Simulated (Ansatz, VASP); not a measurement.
**Cross-check of HfB2 between VASP and Ansatz**

One calculation is typed for both programs; each brings its own data sets. How far apart do they land? Of the first pair: The structure shown is the end of the Ansatz relaxation below.

Program: Ansatz 0.2.0. Level of theory: plane waves, with VASP 6.6.1 beside it; single point at PBEsol and zone-centre phonons at PBEsol. Results are calculated unless marked as measured.

## (1) The starting structure

Symmetry: P6/mmm, No. 191, hexagonal system. The conventional cell has a = 3.106 Å, b = 3.106 Å, c = 3.585 Å, α = 90.00°, β = 90.00°, γ = 120.00°. Nearest to B lie 3 B at 1.79 Å and 6 Hf at 2.54 Å. Hf has 12 B at 2.54 Å nearest. Farther neighbours are not listed.

## (2) Ansatz: relaxation, PBEsol

Ansatz runs on its PAW soft_1 files.

This run makes the geometry at which the two programs are then compared.

The input, input.yaml:

```yaml
crystal:
  lattice:
    - [3.1109132148, 0.0, 0.0]
    - [-1.5554566074, 2.6941298729, 0.0]
    - [0.0, 0.0, 3.5850869822]
  atoms:
    - { symbol: B, position: [0.3333333333, 0.6666666667, 0.5] }
    - { symbol: B, position: [0.6666666667, 0.3333333333, 0.5] }
    - { symbol: Hf, position: [0.0, 0.0, 0.0] }
kpoints:
  mp_grid: { grid: [15, 15, 12] }
hamiltonian:
  xc: pbesol
  pseudopotentials: { kind: paw, azcp: { folder: soft_1 }, xc_functional: pbe }
scf:
  occupations: { method: methfessel_paxton, width: 0.2 }
output:
  forces: true
  stress: true
  eigenvalues: true
relax:
  adjacent_minimum: "off"
  f_tol: 0.001
  max_steps: 60
  cell: { stress_tol: 0.01, fix: [c, angles] }
```

On the command line:

```
ansatz run input.yaml --threads 4 --pin off --max-ram 10240MiB --backend cpu --events-out ev --progress --plain --runs-dir out
```

Numbers of over 12 decimals in the logs are rounded to 6 here.

Output:

```text
Warning: crystal.symmetry: narrowed to the stabiliser of the fixed cell quantities (relax.cell.fix) — unitary ops 24 → 8. The narrowing is safe, since a smaller group never makes results wrong: the run goes on under it, on as many k-points as the starting group would need, or more. Excluded: 16 operations that would move a fixed cell quantity at a test strain (relax.cell.fix fixes c, alpha, beta, gamma). The cell can leave their symmetry as it relaxes.
Engine: ansatz 0.2.0, aarch64-unknown-linux-gnu
Pseudopotentials: kind: paw
Pseudopotential: B, paw, valence charge 3, recommended cutoff 420 eV (normal), soft_1/B.paw.azcp
Pseudopotential: Hf, paw, valence charge 26, recommended cutoff 420 eV (normal), soft_1/Hf.paw.azcp
Functional definition: PBEsol
  exchange = pbesol_x
  correlation = pbesol_c
Crystal: 3 atoms, lattice volume = 30.047 Å³
Basis set: ecut = 420 eV, 563 PW (Γ), exchange–correlation on 48×48×48 points (8 copies of the dense FFT grid, shifted against one another)
Bands: 20, of which v1, the nominal top of the filled ones, is band 16 counted from 1 (15 counted from 0)
Symmetry: 8 space group operations
k-points: 448 of 2700
Non-local potential: B, projectors of the file, l = 0: 2, l = 1: 2, l = 2: 1
Non-local potential: Hf, projectors of the file, l = 0: 3, l = 1: 2, l = 2: 2, l = 3: 3
PAW form: soft (Blöchl's): semilocal exchange-correlation on the pseudo side does not see the compensation charge
PAW frozen core: B, regenerated for the run's functional, and the local potential with it (the file was generated under x = pbe(κ = 0.804, μ = 0.219515), c = pbe(β = 0.066725))
PAW frozen core: Hf, regenerated for the run's functional, and the local potential with it (the file was generated under x = pbe(κ = 0.804, μ = 0.219515), c = pbe(β = 0.066725))
PAW one-centre angular grid: B, 110 points (default); XC on 64 Gauss nodes
PAW one-centre angular grid: Hf, 590 points (default); XC on 64 Gauss nodes
Initial density: superposition of atomic densities (chi_scale 0.1, normalization cell, long waves kept (reshape's long-wave potential 0.00 eV rms))
Initial wavefunctions: pseudopotential atomic-orbital guess
Functional: x = pbesol(κ = 0.804, μ = 0.123457), c = pbesol(β = 0.046)
SCF iter   1: F=—  HF=-15907.947661 eV  |F-HF|=—  |Δ(HF+E_count)|=         —  Δρ=6.52e-2  dr2=2.04e0  ethr=3.10e-3  ⟨swp⟩=4.3  Hψ=35386  notcnv=0
preconditioner: auto → none  [metal: Δε(μ)=0.076 eV  Ē_g=16.599 eV  σ=0.200 eV  W_gap=0.31  n_scr=8 (ndim 8)  ℏωp=37.1 eV  f_vac=0.000  D(μ)=0.22/eV (n_scr^D=0)  sad-step TF]
SCF iter   2: F=—  HF=-15907.521660 eV  |F-HF|=—  |Δ(HF+E_count)|=   4.26e-1  S|Δr|=    0.00e0  Δρ=3.49e-2  dr2=5.95e-1  ethr=3.10e-3  ⟨swp⟩=3.0  Hψ=19019  notcnv=0
SCF iter   3: F=—  HF=-15907.386296 eV  |F-HF|=—  |Δ(HF+E_count)|=   1.35e-1  S|Δr|=    0.00e0  Δρ=1.12e-2  dr2=2.64e-2  ethr=1.86e-3  ⟨swp⟩=2.1  Hψ=18759  notcnv=0
SCF iter   4: F=—  HF=-15907.322114 eV  |F-HF|=—  |Δ(HF+E_count)|=   6.42e-2  S|Δr|=    0.00e0  Δρ=3.01e-3  dr2=1.29e-3  ethr=8.25e-5  ⟨swp⟩=2.5  Hψ=18654  notcnv=0
SCF iter   5: F=—  HF=-15907.325274 eV  |F-HF|=—  |Δ(HF+E_count)|=   3.16e-3  S|Δr|=    0.00e0  Δρ=8.91e-4  dr2=3.58e-4  ethr=4.03e-6  ⟨swp⟩=2.0  Hψ=16263  notcnv=0
SCF iter   6: F=—  HF=-15907.325035 eV  |F-HF|=—  |Δ(HF+E_count)|=   2.39e-4  S|Δr|=    0.00e0  Δρ=1.78e-4  dr2=1.95e-5  ethr=1.12e-6  ⟨swp⟩=2.0  Hψ=16131  notcnv=0
SCF iter   7: F=—  HF=-15907.325020 eV  |F-HF|=—  |Δ(HF+E_count)|=   1.44e-5  S|Δr|=    0.00e0  Δρ=3.06e-5  dr2=2.42e-7  ethr=6.09e-8  ⟨swp⟩=2.1  Hψ=12184  notcnv=0
SCF iter   8: F=-15907.325020 eV  HF=-15907.325020 eV  |F-HF|=2.08e-9  |Δ(HF+E_count)|=   4.88e-8  S|Δr|=    0.00e0  Δρ=3.52e-6  dr2=1.40e-9  ethr=3.13e-10  ⟨swp⟩=6.4  Hψ=45000  notcnv=0
SCF 1 converged in 8 iterations: F = -15907.325020 eV  dr2 = 1.40e-9
  greatest PAW one-centre occupation: 0.998 electrons in one spin orbital (limit 2), on the Hf atom at site 2 (counted from 0), in its partial waves of l = 0
relax step   1: F+E_penalty+E_count = -15907.32502018 eV  Δ(F+E_penalty+E_count) = +0.000e0 eV  max|allowed force component| = 6.349e-8 eV/Å  Δτ_max = 0.0000 Å  P = -6.008 GPa  Ω = 30.047 Å³  fix = [c, alpha, beta, gamma]  reactions: c -15.960 GPa; gamma +0.000 GPa/rad  (8 SCF iters, dr2 threshold 1.00e-7 eV, accepted)
[...]
relax step   2: F+E_penalty+E_count = -15907.32540156 eV  Δ(F+E_penalty+E_count) = -3.814e-4 eV  max|allowed force component| = 4.179e-8 eV/Å  Δτ_max = 0.0000 Å  P = -5.165 GPa  Ω = 29.947 Å³  energy of the carried Pulay correction = +8.486e-5 eV  fix = [c, alpha, beta, gamma]  reactions: c -15.664 GPa; gamma +0.000 GPa/rad  (4 SCF iters, dr2 threshold 3.00e-7 eV, accepted)
[...]
relax step   3: F+E_penalty+E_count = -15907.32539718 eV  Δ(F+E_penalty+E_count) = +4.388e-6 eV  max|allowed force component| = 3.528e-8 eV/Å  Δτ_max = 0.0000 Å  P = -5.229 GPa  Ω = 29.955 Å³  energy of the carried Pulay correction = +7.843e-5 eV  fix = [c, alpha, beta, gamma]  reactions: c -15.687 GPa; gamma +0.000 GPa/rad  (3 SCF iters, dr2 threshold 1.79e-8 eV, accepted)
[...]
relax step   4: F+E_penalty+E_count = -15907.32531569 eV  Δ(F+E_penalty+E_count) = +8.148e-5 eV  max|allowed force component| = 1.535e-8 eV/Å  Δτ_max = 0.0000 Å  P = -5.232 GPa  Ω = 29.955 Å³  fix = [c, alpha, beta, gamma]  reactions: c -15.689 GPa; gamma -0.000 GPa/rad  stress off target by 4.06e-3 GPa on what of the cell is left free  SCF on the basis re-selected at this cell (its energy is not comparable with the rows above)  (6 SCF iters)
basis re-selected at this cell: Δ(F+E_penalty+E_count) = +8.148e-5 eV, ΔP = -0.003 GPa vs the last step (what re-selecting the basis moved, of the pressure what is left beyond the Pulay correction that the steps carried, after the strain that the cell walked since its last selection, with what the two solves' SCF thresholds leave and, on support functions, any second-order correction that the steps lacked; it is no m [...]
SCF converged after 6 iterations
Stability not checked: this state was not tested for a lower state beside it, because cold or Methfessel-Paxton smearing, or corrected tetrahedra, fill the levels in a way that the test cannot read (fill_not_monotonic; see scf.lower_state_search)
Free energy (F): -15907.325316 eV
Harris-Foulkes:  -15907.325316 eV  (|F-HF|=0.00e0)
Internal energy: -15907.326065 eV  (E = F + TS)
E sigma→0 (E₀):  -15907.325503 eV
Entropy (-TS):   0.000750 eV (0.250 meV/atom)
Fermi energy:    18.871493 eV
--- Per-component energies (eV) ---
  E_band       = 76.554433
  E_kinetic    = 510.607591
  E_local      = -6566.969919  (includes V_loc(G=0)·N_el)
  E_nonlocal   = 81.813789
  E_hartree    = 3227.107785
  E_xc         = -332.068896
  E_vxc        = -334.746773  (∫ρ·V_xc dr)
  E_paw        = -7726.985214  (= ΣΔE_a)
  E_vpaw       = -68.365956  (= ΣTr[D̂ρ^β])
  E_aug_tail   = 0.000142  (compensation charges beyond the density's cutoff)
  E_ewald      = -5102.111821
  E_core_change = 1.280478  (= ΣΔE_core)
  E_smearing   = 0.000750  (= −TS)
  E_closure    = -0.000000  (closes the sum)
  Σ components = -15907.325316   (vs F -15907.325316, Δ=0.00e0)
--- Forces (eV/Å), atoms counted from 1 ---
  atom   1  B      0.00000002    -0.00000001    -0.00000000
  atom   2  B     -0.00000002     0.00000001     0.00000000
  atom   3  Hf    -0.00000000     0.00000000     0.00000000
  max |Σ_I F_I| component: 9.86e-32 eV/Å
--- Stress (GPa, compression-positive) ---
       -0.004055       0.000000      -0.000000
        0.000000      -0.004055       0.000000
       -0.000000       0.000000     -15.688837
  P = ⅓ Tr σ = -5.2323 GPa (-52.323 kbar)
--- Band table (eV; the first three rows and the last of 448) ---
  k-point 0: bands = [... 12 lower, 15.6534, 15.8413, 16.3089, 16.3089, 22.8652, 22.8652, 23.1441, 23.1441]
  k-point 1: bands = [... 12 lower, 14.7094, 16.3753, 16.3753, 16.7429, 22.2083, 22.2083, 22.9381, 22.9381]
  k-point 2: bands = [... 12 lower, 13.6512, 16.5717, 16.5717, 17.6915, 21.3171, 21.3171, 22.3898, 22.3898]
  k-point 447: bands = [... 12 lower, 11.4356, 14.1743, 14.1761, 16.2885, 22.3861, 23.0661, 25.1369, 25.4508]
--- Relaxed structure (3 steps of the walk, 3 accepted, 1 SCFs on fresh bases) ---
  F+E_penalty+E_count = -15907.32531569 eV   max|allowed force component| = 1.535e-8 eV/Å   (the final SCF, on the basis selected at the relaxed cell)
  cell:  # Å, volume = 29.9549 Å³
    - [3.106125, -6.277161297455418e-19, 0]
    - [-1.553063, 2.689983, 0]
    - [0, 0, 3.5850869822]
  atoms:
    - { symbol: B, position: [0.333333, 0.666667, 0.500000] }
    - { symbol: B, position: [0.666667, 0.333333, 0.500000] }
    - { symbol: Hf, position: [0, 0, 0] }
```

## (3) VASP: single point, PBEsol

The same cell, functional, mesh and smearing now go to VASP, with its own data sets.

Lines of VASP's logs that name or quote its potential files are left out, and so is its time.

The input, INCAR:

```
SYSTEM = HfB2
PREC = Accurate
ENCUT = 500
EDIFF = 1E-06
NELM = 120
ISMEAR = 1
SIGMA = 0.2
LREAL = .FALSE.
ALGO = Normal
GGA = PS
NBANDS = 14
LASPH = .TRUE.
LORBIT = 11
LWAVE = .FALSE.
LCHARG = .FALSE.
ISIF = 2
GGA_COMPAT = .FALSE.
KPAR = 2
```

The input, POSCAR:

```
HfB2
1.0
    3.1061253371      0.0000000000      0.0000000000
   -1.5530626685      2.6899834493      0.0000000000
    0.0000000000      0.0000000000      3.5850869822
B Hf
2 1
Direct
    0.3333333332      0.6666666668      0.5000000000
    0.6666666668      0.3333333332      0.5000000000
    0.0000000000      0.0000000000      0.0000000000
```

The input, KPOINTS:

```
Automatic mesh
0
Gamma
15 15 12
0 0 0
```

Potentials, in the order of the species: B and Hf_pv (PBE family, release 64).

On the command line:

```
mpirun -np 2 vasp_std
```

Output:

```text
[banner, memory and clock lines left out]
running    2 mpi-ranks, on    1 nodes
 distrk:  each k-point on    1 cores,    2 groups
 distr:  one band on    1 cores,    1 groups

 POSCAR found type information on POSCAR B Hf
 POSCAR found :  2 types and       3 ions
|                                                                             |
|               ----> ADVICE to this user running VASP <----                  |
|                                                                             |
|     You enforced a specific xc type in the INCAR file but a different       |
|     [... a line on the potential file left out ...]
|     I HOPE YOU KNOW WHAT YOU ARE DOING!                                     |
|                                                                             |

 LDA part: xc-table for (Slater+PW92), standard interpolation
 POSCAR, INCAR and KPOINTS ok, starting setup
 FFT: planning ... GRIDC
 FFT: planning ... GRID_SOFT
 FFT: planning ... GRID
 WAVECAR not read
 entering main loop
       N       E                     dE             d eps       ncg     rms          rms(c)
DAV:   1     0.262847365215E+02    0.26285E+02   -0.79678E+03  5300   0.105E+03
DAV:   2    -0.285803441891E+02   -0.54865E+02   -0.51220E+02  6888   0.225E+02
DAV:   3    -0.301578473257E+02   -0.15775E+01   -0.15677E+01  7080   0.282E+01
DAV:   4    -0.301656477569E+02   -0.78004E-02   -0.77992E-02  6120   0.240E+00
DAV:   5    -0.301656996290E+02   -0.51872E-04   -0.51870E-04  7056   0.172E-01    0.510E+01
DAV:   6    -0.279164558626E+02    0.22492E+01   -0.34089E+00  6378   0.127E+01    0.380E+01
DAV:   7    -0.278688379085E+02    0.47618E-01   -0.10663E+00  6714   0.717E+00    0.119E+01
DAV:   8    -0.278140978853E+02    0.54740E-01   -0.26026E-01  6338   0.377E+00    0.157E+00
DAV:   9    -0.278089005029E+02    0.51974E-02   -0.26414E-02  6180   0.126E+00    0.511E-01
DAV:  10    -0.278084401487E+02    0.46035E-03   -0.13919E-03  6438   0.315E-01    0.265E-01
DAV:  11    -0.278084516701E+02   -0.11521E-04   -0.99142E-05  6486   0.775E-02    0.121E-01
DAV:  12    -0.278084486359E+02    0.30342E-05   -0.47438E-06  6420   0.162E-02    0.680E-03
DAV:  13    -0.278084486505E+02   -0.14560E-07   -0.41954E-07  3048   0.551E-03
   1 F= -.27808449E+02 E0= -.27808703E+02  d E =0.763129E-03
```

OUTCAR, selected parts (step 3):

```text
ion  position               nearest neighbor table
   1  0.333  0.667  0.500-   2 1.79   2 1.79   2 1.79   3 2.54   3 2.54   3 2.54   3 2.54   3 2.54
                             3 2.54
   2  0.667  0.333  0.500-   1 1.79   1 1.79   1 1.79   3 2.54   3 2.54   3 2.54   3 2.54   3 2.54
                             3 2.54
   3  0.000  0.000  0.000-   1 2.54   2 2.54   1 2.54   2 2.54   2 2.54   2 2.54   1 2.54   1 2.54
                             2 2.54   2 2.54   1 2.54   1 2.54

  LATTYP: Found a hexagonal cell.
 ALAT       =     3.1061253371
 C/A-ratio  =     1.1541990722

 Subroutine GETGRP returns: Found 24 space group operations
 (whereof 24 operations were pure point group operations)

The static configuration has the point symmetry D_6h.

 Found    189 irreducible k-points:

   k-points           NKPTS =    189   k-points in BZ     NKDIM =    189   number of bands    NBANDS=     14

   dimension x,y,z NGX =    24 NGY =   24 NGZ =   28
   dimension x,y,z NGXF=    48 NGYF=   48 NGZF=   56

   ENCUT  =  500.0 eV  36.75 Ry    6.06 a.u.   5.66  5.66  6.54*2*pi/ulx,y,z

   NELECT =      16.0000    total number of electrons

 k-points in reciprocal lattice and weights: Automatic mesh
   0.00000000  0.00000000  0.00000000       0.000
   0.06666667  0.00000000  0.00000000       0.002
   0.13333333 -0.00000000  0.00000000       0.002
   0.20000000  0.00000000  0.00000000       0.002
   0.26666667 -0.00000000  0.00000000       0.002
   0.33333333  0.00000000  0.00000000       0.002
   0.40000000 -0.00000000  0.00000000       0.002
   0.46666667 -0.00000000  0.00000000       0.002
   0.06666667  0.06666667  0.00000000       0.002
[...]
0.33333333  0.26666667  0.50000000       0.004
   0.33333333  0.33333333  0.50000000       0.001

 average (electrostatic) potential at core
       1 -25.1689       2 -25.1689       3 -34.3162

 E-fermi :   7.4476

 k-point     1 :       0.0000    0.0000    0.0000
  band No.  band energies     occupation
    ...
      4      -6.2185      2.00000
      5       4.2457      2.00000
      6       4.3894      2.00000
      7       4.9083      2.00000
      8       4.9083      2.00000
      9      11.4738      0.00000
     10      11.4738      0.00000
     11      11.7584      0.00000
     12      11.7584      0.00000
     13      12.7551      0.00000
    ...

 k-point     2 :       0.0667    0.0000    0.0000
  band No.  band energies     occupation
    ...
      4      -6.1217      2.00000
      5       4.3122      2.00000
      6       4.3564      2.00000
      7       4.6224      2.00000
      8       4.8963      2.00000
      9      11.1396     -0.00000
     10      11.4014     -0.00000
     11      11.4068     -0.00000
     12      11.5844      0.00000
     13      13.0127      0.00000
    ...

 k-point     3 :       0.1333   -0.0000    0.0000
  band No.  band energies     occupation
    ...
      4      -5.8381      2.00000
      5       3.8832      2.00000
      6       4.1105      2.00000
      7       4.6629      2.00000
      8       4.8469      2.00000
      9      10.2048     -0.00000
     10      11.1084     -0.00000
     11      11.2053     -0.00000
     12      11.7629      0.00000
     13      13.2352      0.00000
    ...

  Total       -0.0501199     -0.0501199     -2.9535163     -0.0000000     -0.0000000      0.0000000
  in kB       -2.6807270     -2.6807270   -157.9725667     -0.0000000     -0.0000000      0.0000000
  external PRESSURE =     -54.4446736 kB  Pullay stress =       0.0000000 kB

  energy-cutoff  :      500.00
  volume of cell :       29.95
      direct lattice vectors                 reciprocal lattice vectors
     3.106125337  0.000000000  0.000000000     0.321944510  0.185874750  0.000000000
    -1.553062668  2.689983449  0.000000000     0.000000000  0.371749499  0.000000000
     0.000000000  0.000000000  3.585086982     0.000000000  0.000000000  0.278933260

 POSITION                                       TOTAL-FORCE (eV/Angst)
 -----------------------------------------------------------------------------------
     -0.00000      1.79332      1.79254         0.000000     -0.000000      0.000000
      1.55306      0.89666      1.79254        -0.000000      0.000000      0.000000
      0.00000      0.00000      0.00000        -0.000000      0.000000      0.000000
 -----------------------------------------------------------------------------------
    total drift:                                0.000000     -0.000000      0.000000

  FREE ENERGIE OF THE ION-ELECTRON SYSTEM (eV)
  ---------------------------------------------------
  free  energy   TOTEN  =       -27.8084486505 eV

  energy  without entropy=      -27.8092117792  energy(sigma->0) =      -27.80870303

 total charge
# of ion       s       p       d       tot
------------------------------------------
    1        0.663   1.277   0.000   1.940
    2        0.663   1.277   0.000   1.940
    3        0.301   6.567   1.827   8.695
--------------------------------------------------
tot          1.627   9.121   1.827  12.575

[... 3 further parts left out ...]
```

Harder data sets than Hf_pv exist (the GW ones), and pressures, volumes and forces can shift noticeably with them. The PAW data sets were made with PBE, which is usual practice but a small mismatch for other functionals.

## (4) Comparison

Known differences besides the potentials themselves: the data sets hold 32 valence electrons in Ansatz (on its PAW soft_1 files) and 16 in VASP; the cutoff is 420 eV in Ansatz and 500 eV in VASP; Ansatz makes its cores anew for this functional, VASP keeps those of its PBE data sets; Ansatz's pressure holds a Pulay correction, VASP's none. Total energies have different zeros and are not compared.

Compared:

```tsv
quantity	Ansatz	VASP	difference
pressure (GPa)	-5.23	-5.44	+0.21
```

(Continued in part 2 of 2.)

[Lines on the potential files, build, host, timing and source positions are cut from VASP's logs without a mark.]

[Logs are printed without paths, hosts, clocks, repeated set-up lines and the standing remarks that a program may print on its own settings, such as how far it seeks lower states.]

[Hosts, paths, dates, database ids (printed as entryN), source tags and the programs' standing remarks are cut or masked in the printed files.]
